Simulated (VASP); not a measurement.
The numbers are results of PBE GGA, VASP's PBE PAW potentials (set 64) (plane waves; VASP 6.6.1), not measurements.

VASP ran on this input.

**KPOINTS**
```
K-points
0
G
6 6 4
```

**INCAR**
```
! general
SYSTEM  = Te
PREC    = Accurate
ENCUT   = 400   ! plane-wave cut-off (eV)
LREAL   = .FALSE.
LASPH   = .TRUE.

! electronic loop
EDIFF   = 1E-6
NELM    = 100   ! most electronic steps
ALGO    = Normal
LMAXMIX = 4

! smearing
ISMEAR  = 0   ! Gaussian
SIGMA   = 0.05   ! width (eV)

! functional
GGA     = PE

! ions
IBRION  = 2   ! conjugate gradients
NSW     = 60   ! most ionic steps
ISIF    = 3   ! ions, shape and volume
EDIFFG  = -0.01

! output
LWAVE   = .FALSE.
LCHARG  = .FALSE.
```

POSCAR:
```
Te
1.0
  2.2300000000  -3.8624730000   0.0000000000
  2.2300000000   3.8624730000   0.0000000000
  0.0000000000   0.0000000000   5.9300000000
Te
3
Direct
  0.0000000000   0.2630000000   0.6666670000
  0.7370000000   0.7370000000   0.0000000000
  0.2630000000   0.0000000000   0.3333330000
```

POTCAR, in this order: Te (PBE.64 set). Program: vasp_std.

What VASP printed:

### OUTCAR
```
 ion  position               nearest neighbor table
   1  0.000  0.263  0.667-   2 2.83   3 2.83   2 3.50   2 3.50   3 3.50   3 3.50
   2  0.737  0.737  0.000-   3 2.83   1 2.83   1 3.50   3 3.50   3 3.50   1 3.50
   3  0.263  0.000  0.333-   2 2.83   1 2.83   2 3.50   2 3.50   1 3.50   1 3.50
  LATTYP: Found a hexagonal cell.
 ALAT       =     4.4599997394
 C/A-ratio  =     1.3295964902
 Subroutine PRICEL returns:
 Original cell was already a primitive cell.
 Subroutine GETGRP returns: Found  6 space group operations
The static configuration has the point symmetry C_2 .
 The point group associated with its full space group is D_3 .
The dynamic configuration has the point symmetry C_2 .
 Subroutine INISYM returns: Found  6 space group operations
 Subroutine IBZKPT returns following result:
 Found     24 irreducible k-points:

 Following reciprocal coordinates:
            Coordinates               Weight
  0.000000  0.000000  0.000000      1.000000
  0.166667  0.000000  0.000000      6.000000
  0.333333 -0.000000  0.000000      6.000000
  0.500000  0.000000  0.000000      3.000000
  0.166667  0.166667  0.000000      6.000000
  0.333333  0.166667  0.000000     12.000000
...
```

File OSZICAR:
```
       N       E                     dE             d eps       ncg     rms          rms(c)
DAV:   1     0.693225429600E+02    0.69323E+02   -0.56411E+03   624   0.892E+02
DAV:   2    -0.469284279025E+01   -0.74015E+02   -0.70551E+02   825   0.148E+02
DAV:   3    -0.933282192201E+01   -0.46400E+01   -0.46099E+01   754   0.415E+01
DAV:   4    -0.941740423623E+01   -0.84582E-01   -0.84562E-01   821   0.682E+00
DAV:   5    -0.941860671613E+01   -0.12025E-02   -0.12025E-02   793   0.722E-01    0.124E+01
DAV:   6    -0.940071187778E+01    0.17895E-01   -0.21282E-02   649   0.993E-01    0.786E+00
DAV:   7    -0.939816145804E+01    0.25504E-02   -0.44953E-02   644   0.148E+00    0.321E-01
DAV:   8    -0.939736658249E+01    0.79488E-03   -0.85429E-03   644   0.596E-01    0.171E-01
DAV:   9    -0.939740397893E+01   -0.37396E-04   -0.24311E-04   829   0.118E-01    0.117E-01
DAV:  10    -0.939745143805E+01   -0.47459E-04   -0.59277E-05   654   0.552E-02    0.224E-02
DAV:  11    -0.939744521165E+01    0.62264E-05   -0.23042E-05   649   0.331E-02    0.171E-02
DAV:  12    -0.939744534017E+01   -0.12852E-06   -0.25677E-06   515   0.105E-02
   1 F= -.93974453E+01 E0= -.93974048E+01  d E =-.939745E+01
       N       E                     dE             d eps       ncg     rms          rms(c)
DAV:   1    -0.954573289107E+01   -0.14829E+00   -0.36230E+00   634   0.959E+00    0.241E+00
DAV:   2    -0.945696972797E+01    0.88763E-01   -0.14387E-01   624   0.239E+00    0.125E+00
DAV:   3    -0.942342447764E+01    0.33545E-01   -0.32474E-02   634   0.942E-01    0.448E-01
DAV:   4    -0.941222960041E+01    0.11195E-01   -0.22611E-02   649   0.714E-01    0.901E-01
DAV:   5    -0.941207776847E+01    0.15183E-03   -0.96509E-04   793   0.199E-01    0.323E-01
DAV:   6    -0.941209149982E+01   -0.13731E-04   -0.41351E-05   742   0.420E-02    0.515E-02
DAV:   7    -0.941209414465E+01   -0.26448E-05   -0.14107E-06   482   0.894E-03    0.328E-02
DAV:   8    -0.941209590173E+01   -0.17571E-05   -0.45877E-07   422   0.515E-03    0.625E-03
DAV:   9    -0.941209634219E+01   -0.44046E-06   -0.19015E-07   312   0.319E-03
   2 F= -.94120963E+01 E0= -.94120385E+01  d E =-.146510E-01
       N       E                     dE             d eps       ncg     rms          rms(c)
DAV:   1    -0.944707202668E+01   -0.34976E-01   -0.63516E-01   634   0.408E+00    0.966E-01
DAV:   2    -0.943172678313E+01    0.15345E-01   -0.23697E-02   624   0.962E-01    0.465E-01
DAV:   3    -0.942549577248E+01    0.62310E-02   -0.72503E-03   639   0.431E-01    0.193E-01
DAV:   4    -0.942421900216E+01    0.12768E-02   -0.23994E-03   659   0.236E-01    0.351E-01
DAV:   5    -0.942417567840E+01    0.43324E-04   -0.16956E-04   853   0.795E-02    0.655E-02
DAV:   6    -0.942417516003E+01    0.51837E-06   -0.35456E-06   697   0.134E-02
   3 F= -.94241752E+01 E0= -.94241249E+01  d E =-.267298E-01
       N       E                     dE             d eps       ncg     rms          rms(c)
DAV:   1    -0.942529068757E+01   -0.11150E-02   -0.23948E-02   624   0.861E-01    0.983E-02
DAV:   2    -0.942522554660E+01    0.65141E-04   -0.59626E-04   689   0.159E-01    0.431E-02
DAV:   3    -0.942519014416E+01    0.35402E-04   -0.59433E-05   704   0.506E-02    0.194E-02
DAV:   4    -0.942518910728E+01    0.10369E-05   -0.20668E-05   699   0.275E-02    0.520E-03
DAV:   5    -0.942518920958E+01   -0.10230E-06   -0.11689E-06   332   0.722E-03
   4 F= -.94251892E+01 E0= -.94251639E+01  d E =-.101405E-02
       N       E                     dE             d eps       ncg     rms          rms(c)
DAV:   1    -0.942741087680E+01   -0.22218E-02   -0.21712E-01   624   0.259E+00    0.278E-01
DAV:   2    -0.942685024636E+01    0.56063E-03   -0.54192E-03   684   0.479E-01    0.130E-01
DAV:   3    -0.942653672835E+01    0.31352E-03   -0.54418E-04   709   0.154E-01    0.579E-02
DAV:   4    -0.942653306196E+01    0.36664E-05   -0.18204E-04   689   0.816E-02    0.161E-02
DAV:   5    -0.942653468073E+01   -0.16188E-05   -0.10272E-05   659   0.208E-02    0.180E-02
DAV:   6    -0.942653668757E+01   -0.20068E-05   -0.23276E-06   500   0.117E-02    0.816E-03
DAV:   7    -0.942653607959E+01    0.60798E-06   -0.14555E-06   387   0.809E-03
   5 F= -.94265361E+01 E0= -.94265341E+01  d E =-.236092E-02
```

**OUTCAR**
```
------------------------ aborting loop because EDIFF is reached ----------------------------------------
  FORCE on cell =-STRESS in cart. coord.  units (eV):
  Direction    XX          YY          ZZ          XY          YZ          ZX
  --------------------------------------------------------------------------------------
  Total       -0.0087936     -0.0087936      0.0039353      0.0000000      0.0000000      0.0000000
  in kB       -0.1331672     -0.1331672      0.0595949      0.0000000      0.0000000      0.0000000
  external PRESSURE =      -0.0689132 kB  Pullay stress =       0.0000000 kB
  volume of cell :      105.80
      direct lattice vectors                 reciprocal lattice vectors
     2.266489670 -3.925674947  0.000000000     0.220605462 -0.127366633  0.000000000
     2.266489670  3.925674947 -0.000000000     0.220605462  0.127366633 -0.000000000
     0.000000000  0.000000000  5.945444250     0.000000000  0.000000000  0.168196010
 POSITION                                       TOTAL-FORCE (eV/Angst)
 -----------------------------------------------------------------------------------
      0.60551      1.04878      3.96363         0.003752      0.006498      0.000000
      3.32195      0.00000     -0.00000        -0.007503     -0.000000      0.000000
      0.60551     -1.04878      1.98181         0.003752     -0.006498     -0.000000
 -----------------------------------------------------------------------------------
    total drift:                               -0.000175     -0.000400      0.000013
  FREE ENERGIE OF THE ION-ELECTRON SYSTEM (eV)
  ---------------------------------------------------
  free  energy   TOTEN  =        -9.4265360796 eV

  energy  without entropy=       -9.4265321848  energy(sigma->0) =       -9.42653413

 reached required accuracy - stopping structural energy minimisation
```
(Selected blocks of OUTCAR.)

### CONTCAR
```
Te
   1.00000000000000
     2.2664896696945505   -3.9256749470005006    0.0000000000000000
     2.2664896696945505    3.9256749470005006   -0.0000000000000000
     0.0000000000000000    0.0000000000000000    5.9454442499259219
  Te
     3
Direct
     0.0000000000016500    0.2671591243974948    0.6666669999999968
     0.7328408756008552    0.7328408756008552    0.0000000000000000
     0.2671591243974948    0.0000000000016501    0.3333330000000032
```

OUTCAR:
```
 val. band max:        5.4617101069   @ k =   0.3333   0.3333   0.5000

 cond. band min:       5.6993338224   @ k =   0.3333   0.3333   0.5000


 Fermi energy:         5.5839060439

 k-point     1 :       0.0000    0.0000    0.0000
  band No.  band energies     occupation
      1      -7.8880      2.00000
      2      -4.7226      2.00000
      3      -4.7226      2.00000
      4       2.4815      2.00000
      5       2.7404      2.00000
      6       2.7404      2.00000
      7       3.8597      2.00000
      8       3.8597      2.00000
      9       4.6885      2.00000
     10       6.4707      0.00000
     11       6.4707      0.00000
     12       7.0127      0.00000
     13      10.5223      0.00000

 k-point     2 :       0.1667    0.0000    0.0000
  band No.  band energies     occupation
      1      -7.7167      2.00000
      2      -4.7969      2.00000
      3      -4.6854      2.00000
      4       1.5254      2.00000
      5       2.1029      2.00000
      6       2.4484      2.00000
      7       4.2397      2.00000
      8       4.5734      2.00000
      9       4.7430      2.00000
     10       6.2736      0.00000
     11       6.3899      0.00000
     12       6.8988      0.00000
     13       9.9496      0.00000

 k-point     3 :       0.3333   -0.0000    0.0000
  band No.  band energies     occupation
      1      -7.2718      2.00000
      2      -5.1154      2.00000
      3      -4.6004      2.00000
      4       0.8710      2.00000
      5       1.4510      2.00000
      6       2.0136      2.00000
      7       3.2457      2.00000
      8       4.5232      2.00000
      9       4.6907      2.00000
     10       6.3434      0.00000
     11       6.4898      0.00000
     12       8.1182      0.00000
     13       8.9627      0.00000

 k-point     4 :       0.5000    0.0000    0.0000
  band No.  band energies     occupation
      1      -6.9355      2.00000
      2      -5.4268      2.00000
      3      -4.5529      2.00000
...
```

Energy and stress use the plane-wave basis of the starting cell. Unless said otherwise, spin-orbit coupling is left out, though it shifts the bands of the heavy elements here.

The compound is Te in the trig structure. This run relaxes it. Symmetry was kept, so distortions that lower it aren't found.
